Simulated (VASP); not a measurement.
# NiMoIrPdW (P3m1) in VASP: equation of state, part 2 of 2

VASP 6.6.1. Earlier steps stand in the parts before.

## Step 5: Equation of state, PBE, collinear spin, ferromagnetic start, 16.45 Å³/atom (volume scaled by 1.02)

Input file INCAR:

```
PREC = Accurate
ENCUT = 520
EDIFF = 1E-7
ISMEAR = -1
SIGMA = 0.05
LREAL = False
LASPH = True
NELM = 150
ALGO = Normal
ISIF = 2
LWAVE = False
LCHARG = False
ISPIN = 2
MAGMOM = 1 1 0 0.6 0
LORBIT = 11
LMAXMIX = 4
GGA = PE
NBANDS = 40
KPAR = 4
```

Input file KPOINTS:

```
Automatic mesh
0
Gamma
  7 7 5
```

Input file POSCAR:

```
NiMoIrPdW
1.0
    4.1741623897      0.0000000000      0.0000000000
   -2.0870811949      3.6149331434      0.0000000000
    0.0000000000      0.0000000000      5.4521605156
Ni Mo Pd Ir W
1 1 1 1 1
Direct
    0.0000000000      0.0000000000      0.0222100000
    0.6666700000      0.3333300000      0.4599600000
    0.3333300000      0.6666700000      0.7460100000
    0.3333300000      0.6666700000      0.2564100000
    0.6666700000      0.3333300000      0.9998500000
```

Potentials or basis: VASP PAW PBE potentials, release 64 (Ni, Mo_sv, Pd, Ir, W_sv).

The run is started by

```
$ cat potpaw_PBE.64/Ni/POTCAR potpaw_PBE.64/Mo_sv/POTCAR potpaw_PBE.64/Pd/POTCAR potpaw_PBE.64/Ir/POTCAR potpaw_PBE.64/W_sv/POTCAR > POTCAR
$ mpirun -np 4 vasp_std > vasp.out
```

OUTCAR:

```text
PREC = Accurate
   ENCUT = 520
   EDIFF = 1E-7
   ISMEAR = -1
   LREAL = False
   LASPH = True
   NELM = 150
   ISIF = 2
   ISPIN = 2
   LORBIT = 11
   GGA = PE

 Found     72 irreducible k-points:

 Following reciprocal coordinates:
            Coordinates               Weight
  0.000000  0.000000  0.000000      1.000000
  0.142857 -0.000000  0.000000      4.000000
 -0.142857  0.142857  0.000000      2.000000
  0.285714 -0.000000  0.000000      4.000000
 -0.285714  0.285714  0.000000      2.000000
  0.428571  0.000000  0.000000      4.000000
   k-points           NKPTS =     72   k-points in BZ     NKDIM =     72   number of bands    NBANDS=     40
   number of dos      NEDOS =    301   number of ions     NIONS =      5
   total plane-waves  NPLWV =  43008
   dimension x,y,z NGX =    32 NGY =   32 NGZ =   42
   dimension x,y,z NGXF=    64 NGYF=   64 NGZF=   84
   ions per type =               1   1   1   1   1
   NGX,Y,Z   is equivalent  to a cutoff of  12.74, 12.74, 12.81 a.u.
   NGXF,Y,Z  is equivalent  to a cutoff of  25.49, 25.49, 25.61 a.u.
[... 595 lines left out ...]
  --------------------------------------------------------------------------------------
  -------------------------------------------------------------------------------------
  Total       -2.0486637     -2.0485343     -2.1868162      0.0001145      0.0000212     -0.0000366
  in kB      -39.8972555    -39.8947345    -42.5877427      0.0022306      0.0004124     -0.0007136
  external PRESSURE =     -40.7932442 kB  Pullay stress =       0.0000000 kB

 VOLUME and BASIS-vectors are now :
 -----------------------------------------------------------------------------
  energy-cutoff  :      520.00
  volume of cell :       82.27
      direct lattice vectors                 reciprocal lattice vectors
     4.174162390  0.000000000  0.000000000     0.239569022  0.138315144  0.000000000
    -2.087081195  3.614933143  0.000000000     0.000000000  0.276630289  0.000000000
     0.000000000  0.000000000  5.452160516     0.000000000  0.000000000  0.183413529

 POSITION                                       TOTAL-FORCE (eV/Angst)
 -----------------------------------------------------------------------------------
      0.00000      0.00000      0.12109         0.000091     -0.000053      0.066997
      2.08710      1.20497      2.50778        -0.000321      0.000185     -0.052250
     -0.00002      2.40997      4.06737         0.000273     -0.000158      0.029069
     -0.00002      2.40997      1.39799         0.000409     -0.000236     -0.073879
      2.08710      1.20497      5.45134        -0.000452      0.000261      0.030063
 -----------------------------------------------------------------------------------
    total drift:                               -0.000021     -0.000023     -0.000248

  FREE ENERGIE OF THE ION-ELECTRON SYSTEM (eV)
  ---------------------------------------------------
  free  energy   TOTEN  =       -42.5612394139 eV

  energy  without entropy=      -42.5403586088  energy(sigma->0) =      -42.55079901

 total charge

# of ion       s       p       d       tot
------------------------------------------
    1        0.522   0.511   8.374   9.407
    2        2.346   6.125   3.859  12.330
    3        0.564   0.565   8.409   9.538
    4        0.736   0.682   6.947   8.365
    5        2.436   6.295   3.301  12.031
--------------------------------------------------
tot          6.604  14.178  30.889  51.671

 magnetization (x)

# of ion       s       p       d       tot
------------------------------------------
    1       -0.000  -0.000   0.000   0.000
    2        0.000   0.000   0.000   0.000
    3       -0.000   0.000  -0.000  -0.000
    4       -0.000  -0.000  -0.000  -0.000
    5       -0.000  -0.000  -0.000  -0.000
--------------------------------------------------
tot         -0.000   0.000   0.000   0.000
```

OSZICAR:

```text
N       E                     dE             d eps       ncg     rms          rms(c)
DAV:   1     0.642753795023E+03    0.64275E+03   -0.29012E+04 12000   0.157E+03
DAV:   2    -0.378040447794E+01   -0.64653E+03   -0.61965E+03 11824   0.473E+02
[... 12 lines left out ...]
DAV:  15    -0.425612398065E+02    0.39290E-05   -0.27190E-05 13568   0.522E-02    0.149E-02
DAV:  16    -0.425612406221E+02   -0.81560E-06   -0.65683E-06 15456   0.337E-02    0.108E-02
DAV:  17    -0.425612402136E+02    0.40856E-06   -0.49775E-06 13144   0.342E-02    0.567E-03
DAV:  18    -0.425612394963E+02    0.71728E-06   -0.99313E-07 12184   0.142E-02    0.119E-03
DAV:  19    -0.425612393955E+02    0.10075E-06   -0.11753E-07  7784   0.482E-03    0.138E-03
DAV:  20    -0.425612394139E+02   -0.18421E-07   -0.63424E-08  6672   0.346E-03
   1 F= -.42561239E+02 E0= -.42550799E+02  d E =-.208808E-01  mag=     0.0000
```

Run time: 2.3 min. Hardware: 4 MPI ranks of Intel Xeon Platinum 8488C (Sapphire Rapids), shared host; peak memory 0.54 GiB.

Results:

```
Free energy                                           : -42.5612 eV
Pressure                                              : -4.1 GPa
Largest force                                         : 0.074 eV/Å
Band gap on the k mesh                                : none (metal or under the smearing width)
Net moment                                            : 0.00 μB per cell
Valence electrons inside the program's atomic spheres : Ni 9.41; Mo 12.33; Pd 9.54; Ir 8.37; W 12.03
```

## Step 6: Equation of state, PBE, collinear spin, ferromagnetic start, 16.78 Å³/atom (volume scaled by 1.04)

INCAR is that of step 5.

KPOINTS is that of step 5.

Changes to POSCAR since step 5:

```diff
@@ -2,5 +2,5 @@
 1.0
-    4.1741623897      0.0000000000      0.0000000000
-   -2.0870811949      3.6149331434      0.0000000000
-    0.0000000000      0.0000000000      5.4521605156
+    4.2012680998      0.0000000000      0.0000000000
+   -2.1006340499      3.6384073930      0.0000000000
+    0.0000000000      0.0000000000      5.4875651473
 Ni Mo Pd Ir W
```

Potentials or basis: VASP PAW PBE potentials, release 64 (Ni, Mo_sv, Pd, Ir, W_sv).

The run is started by

```
$ cat potpaw_PBE.64/Ni/POTCAR potpaw_PBE.64/Mo_sv/POTCAR potpaw_PBE.64/Pd/POTCAR potpaw_PBE.64/Ir/POTCAR potpaw_PBE.64/W_sv/POTCAR > POTCAR
$ mpirun -np 4 vasp_std > vasp.out
```

It took 2.2 min on 4 MPI ranks of Intel Xeon Platinum 8488C (Sapphire Rapids), shared host; peak memory 0.55 GiB.

Results (log left out):

| Item | Value |
| --- | --- |
| Free energy | -42.5011 eV |
| Pressure | -7.9 GPa |
| Largest force | 0.279 eV/Å |
| Band gap on the k mesh | none (metal or under the smearing width) |
| Net moment | 0.00 μB per cell |
| Valence electrons inside the program's atomic spheres | Ni 9.37; Mo 12.29; Pd 9.50; Ir 8.31; W 11.99 |

## Step 7: Equation of state, PBE, collinear spin, ferromagnetic start, 17.10 Å³/atom (volume scaled by 1.06)

INCAR is that of step 6.

KPOINTS is that of step 6.

Changes to POSCAR since step 6:

```diff
@@ -2,5 +2,5 @@
 1.0
-    4.2012680998      0.0000000000      0.0000000000
-   -2.1006340499      3.6384073930      0.0000000000
-    0.0000000000      0.0000000000      5.4875651473
+    4.2280284907      0.0000000000      0.0000000000
+   -2.1140142454      3.6615825872      0.0000000000
+    0.0000000000      0.0000000000      5.5225187340
 Ni Mo Pd Ir W
```

The run is started by

```
$ cat potpaw_PBE.64/Ni/POTCAR potpaw_PBE.64/Mo_sv/POTCAR potpaw_PBE.64/Pd/POTCAR potpaw_PBE.64/Ir/POTCAR potpaw_PBE.64/W_sv/POTCAR > POTCAR
$ mpirun -np 4 vasp_std > vasp.out
```

Wall time 2.1 min (4 MPI ranks of Intel Xeon Platinum 8488C (Sapphire Rapids), shared host); peak memory 0.56 GiB.

It converged, with:

| Property | Result |
| --- | --- |
| Free energy | -42.4047 eV |
| Pressure | -11.3 GPa |
| Largest force | 0.489 eV/Å |
| Band gap on the k mesh | none (metal or under the smearing width) |
| Net moment | 0.00 μB per cell |
| Valence electrons inside the program's atomic spheres | Ni 9.34; Mo 12.26; Pd 9.46; Ir 8.26; W 11.95 |

## Step 8: Equation of state, PBE, collinear spin, ferromagnetic start

Potentials or basis: VASP PAW PBE potentials, release 64 (Ni, Mo_sv, Pd, Ir, W_sv).

This step only gathers the single runs of the series.

What came out:

```
Equilibrium volume                        : 16.15 Å³/atom
Bulk modulus at fixed shape and positions : 226 GPa
Pressure derivative of the bulk modulus   : 4.8
```

Energy against volume, from the lowest point:
```csv
volume (Å³/atom),energy (meV/atom)
15.163,47.99
15.486,20.88
15.809,5.30
16.131,0.00
16.454,3.86
16.777,15.87
17.099,35.16
```

Caveat: the cell was scaled at fixed shape and fractional positions, which overstates the stiffness of a crystal with free parameters, most of all of layers and chains. The run has no spin-orbit coupling, so splittings on Ir, W are missing.
